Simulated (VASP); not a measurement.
These are PBE GGA, VASP's PBE PAW potentials (set 64) (plane waves; VASP 6.6.1) values and carry that method's errors.

VASP input:

**INCAR**
```
! general
SYSTEM  = PbSe
PREC    = Accurate
ENCUT   = 400
LREAL   = .FALSE.
LASPH   = .TRUE.

! electronic loop
EDIFF   = 1E-4
NELM    = 100
ALGO    = Normal
LMAXMIX = 4

! smearing
ISMEAR  = 0
SIGMA   = 0.05

! functional
GGA     = PE

! ions
ISIF    = 2

! output
LWAVE   = .FALSE.
LCHARG  = .FALSE.
```

File POSCAR:
```
PbSe
4.3274940
  0.0000000000   0.7071066996   0.7071066996
  0.7071066996   0.0000000000   0.7071066996
  0.7071066996   0.7071066996   0.0000000000
Pb Se
1 1
direct
  0.0000000000   0.0000000000   0.0000000000
  0.5000000000   0.5000000000   0.5000000000
```

### KPOINTS
```
Automatic mesh
0
Gamma
7 7 7
0 0 0
```

POTCAR, in this order: Pb_d Se (PBE.64 set). Program: vasp_std.

Problem. What does the run give for the energy per atom (σ→0), pressure?

Solution. 
```yaml
energy per atom (σ→0): -4.090 eV/atom
pressure: 2.55 GPa
```

### OSZICAR
```
...
DAV:   4    -0.845872360250E+01   -0.22944E+00   -0.22937E+00   586   0.174E+01
DAV:   5    -0.846634153212E+01   -0.76179E-02   -0.76179E-02   766   0.294E+00    0.279E+00
DAV:   6    -0.818095980707E+01    0.28538E+00   -0.75503E-01   770   0.695E+00    0.159E+00
DAV:   7    -0.817645022872E+01    0.45096E-02   -0.12819E-01   630   0.201E+00    0.865E-01
DAV:   8    -0.817980725898E+01   -0.33570E-02   -0.13697E-02   608   0.153E+00    0.152E-01
DAV:   9    -0.817937739001E+01    0.42987E-03   -0.26601E-03   824   0.602E-01    0.525E-02
DAV:  10    -0.817945160751E+01   -0.74217E-04   -0.21533E-04   576   0.108E-01
   1 F= -.81794516E+01 E0= -.81794516E+01  d E =-.130242E-17
```

The compound is PbSe in the rock salt structure. The cell was not relaxed at this level. The run is one of a series of settings (EDIFF = 1E-4 against the base run), some of them coarse on purpose.
